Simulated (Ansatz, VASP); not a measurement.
# BaZrO3: VASP beside Ansatz

Aim: how closely do two programs agree when they are given the same cell, functional and k mesh? The cell is taken from a series of runs on this material, whose earlier steps may have relaxed, scaled, displaced or heated it; both programs get it as it stands.

Method: plane waves, with VASP 6.6.1 beside it; relaxation of cell and atoms at LDA and zone-centre phonons at LDA, in Ansatz 0.2.0.

### Step 1. The starting structure

Symmetry: Pm-3m, No. 221, cubic system. Conventional cell: a = 4.148 Å, b = 4.148 Å, c = 4.148 Å, α = 90.00°, β = 90.00°, γ = 90.00°. O has 2 Zr at 2.07 Å and 4 Ba at 2.93 Å nearest. Zr has 6 O at 2.07 Å nearest. Nearest to Ba lie 12 O at 2.93 Å. Farther neighbours and most contacts between anions are not listed.

### Step 2. Ansatz: relaxation of cell and atoms, LDA

Ansatz runs on its PAW soft_1 files.

The relaxed volume is the usual yardstick between codes: in a stiff, nearly cubic crystal its relative difference is about their pressure difference at one cell divided by the bulk modulus.

The input, input.yaml:

```yaml
crystal:
  lattice:
    - [4.1475187852, 0.0, 0.0]
    - [0.0, 4.1475187852, 0.0]
    - [0.0, 0.0, 4.1475187852]
  atoms:
    - { symbol: O, position: [0.0, 0.5, 0.5] }
    - { symbol: O, position: [0.5, 0.0, 0.5] }
    - { symbol: O, position: [0.5, 0.5, 0.0] }
    - { symbol: Zr, position: [0.5, 0.5, 0.5] }
    - { symbol: Ba, position: [0.0, 0.0, 0.0] }
kpoints:
  mp_grid: { grid: [8, 8, 8] }
hamiltonian:
  xc: lda
  pseudopotentials: { kind: paw, azcp: { folder: soft_1 }, xc_functional: pbe }
scf:
  occupations: { method: fixed }
output:
  forces: true
  stress: true
  eigenvalues: true
relax:
  adjacent_minimum: "off"
  f_tol: 0.001
  max_steps: 60
  cell: { stress_tol: 0.01 }
```

Started as:

```sh
ansatz run input.yaml --threads 8 --pin off --max-ram 16384MiB --backend cpu --events-out ev --progress --plain --runs-dir out
```

Numbers of over 12 decimals in the logs are rounded to 6 here.

The program printed:

```text
Engine: ansatz 0.2.0, x86_64-unknown-linux-gnu
Pseudopotentials: kind: paw
Pseudopotential: O, paw, valence charge 6, recommended cutoff 420 eV (normal), soft_1/O.paw.azcp
Pseudopotential: Zr, paw, valence charge 12, recommended cutoff 420 eV (normal), soft_1/Zr.paw.azcp
Pseudopotential: Ba, paw, valence charge 10, recommended cutoff 420 eV (normal), soft_1/Ba.paw.azcp
Functional definition: SPW92
  exchange = slater_x
  correlation = pw_c
Crystal: 5 atoms, lattice volume = 71.345 Å³
Basis set: ecut = 420 eV, 1365 PW (Γ)
Bands: 25, of which v1, the nominal top of the filled ones, is band 20 counted from 1 (19 counted from 0)
Symmetry: 48 space group operations
Space group: Pm-3m (ITA 221), of the structure as read, at distance tolerance 4.1e-5 Å
k-points: 35 of 512
Non-local potential: O, projectors of the file, l = 0: 2, l = 1: 2, l = 2: 1
Non-local potential: Zr, projectors of the file, l = 0: 3, l = 1: 2, l = 2: 2, l = 3: 1
Non-local potential: Ba, projectors of the file, l = 0: 3, l = 1: 2, l = 2: 2, l = 3: 2
PAW form: soft (Blöchl's): semilocal exchange-correlation on the pseudo side does not see the compensation charge
PAW frozen core: O, regenerated for the run's functional, and the local potential with it (the file was generated under x = pbe(κ = 0.804, μ = 0.219515), c = pbe(β = 0.066725))
PAW frozen core: Zr, regenerated for the run's functional, and the local potential with it (the file was generated under x = pbe(κ = 0.804, μ = 0.219515), c = pbe(β = 0.066725))
PAW frozen core: Ba, regenerated for the run's functional, and the local potential with it (the file was generated under x = pbe(κ = 0.804, μ = 0.219515), c = pbe(β = 0.066725))
PAW one-centre angular grid: O, 110 points (default); XC on 64 Gauss nodes
PAW one-centre angular grid: Zr, 590 points (default); XC on 64 Gauss nodes
PAW one-centre angular grid: Ba, 194 points (default); XC on 64 Gauss nodes
Initial density: superposition of atomic densities (chi_scale 0.1, normalization cell, long waves kept (reshape's long-wave potential 0.00 eV rms))
Initial wavefunctions: pseudopotential atomic-orbital guess
Functional: x = slater, c = lda
SCF iter   1: F=—  HF=-11532.858668 eV  |F-HF|=—  |Δ(HF+E_count)|=         —  Δρ=5.76e-2  dr2=1.64e0  ethr=3.10e-3  ⟨swp⟩=4.9  Hψ=3808  notcnv=0  defer=74
preconditioner: auto → Resta (q_TF=auto, 2.477 Å⁻¹)  ε∞=3.8  [insulator: Δε(μ)=2.715 eV  Ē_g=16.105 eV  n_scr=18 (ndim 8)  ℏωp=27.1 eV  f_vac=0.000  ε∞_Penn≈3.8]
SCF iter   2: F=—  HF=-11532.599057 eV  |F-HF|=—  |Δ(HF+E_count)|=   2.60e-1  Δρ=2.39e-2  dr2=4.02e-1  ethr=3.10e-3  ⟨swp⟩=2.2  Hψ=1635  notcnv=0  defer=68
SCF iter   3: F=—  HF=-11532.562144 eV  |F-HF|=—  |Δ(HF+E_count)|=   3.69e-2  Δρ=1.31e-2  dr2=9.89e-2  ethr=1.00e-3  ⟨swp⟩=2.1  Hψ=1259  notcnv=0  defer=89
SCF iter   4: F=—  HF=-11532.547173 eV  |F-HF|=—  |Δ(HF+E_count)|=   1.50e-2  Δρ=1.81e-3  dr2=1.48e-3  ethr=2.47e-4  ⟨swp⟩=2.7  Hψ=1520  notcnv=0  defer=94
SCF iter   5: F=—  HF=-11532.547570 eV  |F-HF|=—  |Δ(HF+E_count)|=   3.97e-4  Δρ=2.35e-4  dr2=2.70e-5  ethr=3.71e-6  ⟨swp⟩=2.8  Hψ=1464  notcnv=0  defer=97
SCF iter   6: F=—  HF=-11532.547578 eV  |F-HF|=—  |Δ(HF+E_count)|=   7.52e-6  Δρ=4.26e-5  dr2=1.04e-6  ethr=6.74e-8  ⟨swp⟩=2.4  Hψ=1428  notcnv=0  defer=89
SCF iter   7: F=-11532.547578 eV  HF=-11532.547578 eV  |F-HF|=4.52e-9  |Δ(HF+E_count)|=   1.42e-7  Δρ=6.00e-6  dr2=2.92e-8  ethr=2.50e-10  ⟨swp⟩=11.5  Hψ=5080  notcnv=0
SCF 1 converged in 7 iterations: F = -11532.547578 eV  dr2 = 2.92e-8
  greatest PAW one-centre occupation: 0.994 electrons in one spin orbital (limit 2), on the Zr atom at site 3 (counted from 0), in its partial waves of l = 0
relax step   1: F+E_penalty+E_count = -11532.54757780 eV  Δ(F+E_penalty+E_count) = +0.000e0 eV  max|allowed force component| = 1.104e-29 eV/Å  Δτ_max = 0.0000 Å  P = -0.004 GPa  Ω = 71.345 Å³  (7 SCF iters, dr2 threshold 1.00e-7 eV, accepted)
Initial density: handed on by an earlier stage of this run
Initial wavefunctions: pseudopotential atomic-orbital guess (no wavefunctions were taken with the density)
iter 1 solved again at ethr=4.46e-8 eV; its pass at ethr=3.10e-3 eV (dr2=1.78e-5 eV) is discarded
SCF iter   1: F=—  HF=-11532.547578 eV  |F-HF|=—  |Δ(HF+E_count)|=         —  Δρ=6.01e-6  dr2=2.91e-8  ethr=4.46e-8  ⟨swp⟩=3.1  Hψ=6367  notcnv=0  defer=99
preconditioner: auto → Resta (q_TF=auto, 2.477 Å⁻¹)  ε∞=3.8  [insulator: Δε(μ)=3.205 eV  Ē_g=16.130 eV  n_scr=18 (ndim 8)  ℏωp=27.1 eV  f_vac=0.000  ε∞_Penn≈3.8]
SCF iter   2: F=—  HF=-11532.547578 eV  |F-HF|=—  |Δ(HF+E_count)|=   4.95e-7  Δρ=3.74e-6  dr2=9.91e-9  ethr=7.27e-11  ⟨swp⟩=2.1  Hψ=1428  notcnv=0  defer=74
SCF iter   3: F=—  HF=-11532.547578 eV  |F-HF|=—  |Δ(HF+E_count)|=   2.16e-9  Δρ=2.85e-6  dr2=4.90e-9  ethr=2.48e-11  ⟨swp⟩=2.0  Hψ=1326  notcnv=0  defer=74
SCF iter   4: F=—  HF=-11532.547578 eV  |F-HF|=—  |Δ(HF+E_count)|=  5.68e-10  Δρ=3.49e-7  dr2=6.84e-11  ethr=1.23e-11  ⟨swp⟩=2.1  Hψ=1234  notcnv=0  defer=74
SCF iter   5: F=—  HF=-11532.547578 eV  |F-HF|=—  |Δ(HF+E_count)|=  3.64e-12  Δρ=5.64e-8  dr2=2.03e-12  ethr=1.00e-12  ⟨swp⟩=1.0  Hψ=840  notcnv=0  defer=74
SCF iter   6: F=-11532.547578 eV  HF=-11532.547578 eV  |F-HF|=0.00e0  |Δ(HF+E_count)|=  1.82e-12  Δρ=1.60e-8  dr2=1.41e-13  ethr=1.00e-12  ⟨swp⟩=11.1  Hψ=4924  notcnv=0
SCF 2 converged in 6 iterations: F = -11532.547578 eV  dr2 = 1.41e-13
relax step   2: F+E_penalty+E_count = -11532.54757780 eV  Δ(F+E_penalty+E_count) = -6.376e-9 eV  max|allowed force component| = 1.374e-29 eV/Å  Δτ_max = 0.0000 Å  P = -0.004 GPa  Ω = 71.345 Å³  stress off target by 4.30e-3 GPa  SCF on the basis re-selected at this cell (its energy is not comparable with the rows above)  (6 SCF iters)
basis re-selected at this cell: Δ(F+E_penalty+E_count) = -6.376e-9 eV, ΔP = +0.000 GPa vs the last step (what re-selecting the basis moved, of the pressure what is left beyond the Pulay correction that the steps carried, after the strain that the cell walked since its last selection, with what the two solves' SCF thresholds leave and, on support functions, any second-order correction that the steps lacked; it is no m [...]
SCF converged after 6 iterations
Free energy (F): -11532.547578 eV
Harris-Foulkes:  -11532.547578 eV  (|F-HF|=0.00e0)
Internal energy: -11532.547578 eV  (E = F + TS)
E sigma→0 (E₀):  -11532.547578 eV
Fermi energy:    9.846426 eV
--- Per-component energies (eV) ---
  E_band       = -85.090869
  E_kinetic    = 984.414094
  E_local      = -1906.557146  (includes V_loc(G=0)·N_el)
  E_nonlocal   = 335.325189
  E_hartree    = 681.801542
  E_xc         = -565.605235
  E_vxc        = -588.145581  (∫ρ·V_xc dr)
  E_paw        = -8340.633618  (= ΣΔE_a)
  E_vpaw       = -273.732896  (= ΣTr[D̂ρ^β])
  E_aug_tail   = 0.002397  (compensation charges beyond the density's cutoff)
  E_ewald      = -2722.238484
  E_core_change = 0.943684  (= ΣΔE_core)
  E_smearing   = -0.000000  (= −TS)
  E_closure    = 0.000000  (closes the sum)
  Σ components = -11532.547578   (vs F -11532.547578, Δ=0.00e0)
--- Forces (eV/Å), atoms counted from 1 ---
  atom   1  O      0.00000000     0.00000000     0.00000000
  atom   2  O      0.00000000    -0.00000000     0.00000000
  atom   3  O      0.00000000    -0.00000000     0.00000000
  atom   4  Zr     0.00000000    -0.00000000    -0.00000000
  atom   5  Ba     0.00000000    -0.00000000     0.00000000
  max |Σ_I F_I| component: 3.98e-29 eV/Å
--- Stress (GPa, compression-positive) ---
       -0.004301       0.000000       0.000000
        0.000000      -0.004301       0.000000
        0.000000       0.000000      -0.004301
  P = ⅓ Tr σ = -0.0043 GPa (-0.043 kbar)
--- Band table (eV; the first three rows and the last of 35) ---
  k-point 0: bands = [... 16 lower, 8.7837, 9.7011, 9.7011, 9.7011, 13.0519, 13.0519, 13.0519, 14.5152, ... 1 higher]
  k-point 1: bands = [... 16 lower, 8.6640, 9.2564, 9.6469, 9.6469, 13.1021, 13.4313, 13.4313, 14.7753, ... 1 higher]
  k-point 2: bands = [... 16 lower, 8.4030, 8.5652, 9.5578, 9.5578, 13.2324, 14.3231, 14.3231, 15.4113, ... 1 higher]
  k-point 34: bands = [... 16 lower, 7.3295, 9.8464, 9.8464, 9.8464, 15.9918, 15.9918, 15.9918, 17.0921, ... 1 higher]
--- Relaxed structure (1 steps of the walk, 1 accepted, 1 SCFs on fresh bases) ---
  F+E_penalty+E_count = -11532.54757780 eV   max|allowed force component| = 1.374e-29 eV/Å   (the final SCF, on the basis selected at the relaxed cell)
  cell:  # Å, volume = 71.3453 Å³
    - [4.1475187852, 0.0, 0.0]
    - [0.0, 4.1475187852, 0.0]
    - [0.0, 0.0, 4.1475187852]
  atoms:
    - { symbol: O, position: [0.0, 0.5, 0.5] }
    - { symbol: O, position: [0.5, 0.0, 0.5] }
    - { symbol: O, position: [0.5, 0.5, 0.0] }
    - { symbol: Zr, position: [0.5, 0.5, 0.5] }
    - { symbol: Ba, position: [0.0, 0.0, 0.0] }
```

(Continued in part 2 of 2.)

[Lines on the potential files, build, host, timing and source positions are cut from VASP's logs without a mark.]

[Logs are printed without paths, hosts, clocks, repeated set-up lines and the standing remarks that a program may print on its own settings, such as how far it seeks lower states.]

[Hosts, paths, dates, database ids (printed as entryN), source tags and the programs' standing remarks are cut or masked in the printed files.]
